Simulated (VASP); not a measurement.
An input for Ansatz (written as the equivalent of a VASP run, and not itself run):

Ansatz 0.2 input:
```yaml
crystal:
  lattice:
    - [1.5130117, -2.6206132, -0.0524123]
    - [1.5130117, 2.6206132, 0.0524123]
    - [0.0000000, 0.0645910, 3.2295490]
  atoms:
    - { symbol: Ti, position: [1.0000000, 0.0000000, 0.0000000] }
    - { symbol: B, position: [0.3333330, 0.6666670, 0.5000000] }
    - { symbol: B, position: [0.6666670, 0.3333330, 0.5000000] }
kpoints:
  mp_grid: { grid: [10, 10, 10] }
hamiltonian:
  xc: r2scan
  pseudopotentials: { kind: paw }
scf:
  occupations: { method: methfessel_paxton, width: 0.1 }
  max_iter: 100
output: { forces: true, stress: true, eigenvalues: true }
```

Task: Translate this input to VASP (INCAR, KPOINTS, POSCAR, choice of POTCAR).

Result: Several could match; the one computed here: 
### POSCAR
```
TiB2
1
    1.5130117337    -2.6206132217    -0.0524122644
    1.5130117337     2.6206132217     0.0524122644
    0.0000000000     0.0645909809     3.2295490429
Ti B
1 2
Direct
  1.0000000000   0.0000000000   0.0000000000
  0.3333330000   0.6666670000   0.5000000000
  0.6666670000   0.3333330000   0.5000000000
```

INCAR:
```
SYSTEM = TiB2
PREC = Accurate
ENCUT = 600
EDIFF = 1E-7
NELM = 100
ALGO = Normal
LREAL = .FALSE.
LASPH = .TRUE.
ISMEAR = 1
SIGMA = 0.1
METAGGA = R2SCAN
LMIXTAU = .TRUE.
LMAXMIX = 4
LWAVE = .FALSE.
LCHARG = .FALSE.
ISIF = 2
```

**KPOINTS**
```
Automatic mesh
0
Gamma
10 10 10
0 0 0
```

POTCAR, in this order: Ti_sv B (PBE.64 set). Program: vasp_std.

What does not carry over: each code has its own PAW files, so the cut-off isn't converted (ENCUT is set for VASP's; basis.ecutwfc is left out, and Ansatz then takes the one that its files recommend); Ansatz stops its SCF on the density residual and VASP on the energy change (EDIFF).

The compound is TiB2 in the AlB2 type structure. This cell was strained or had an atom moved on purpose.
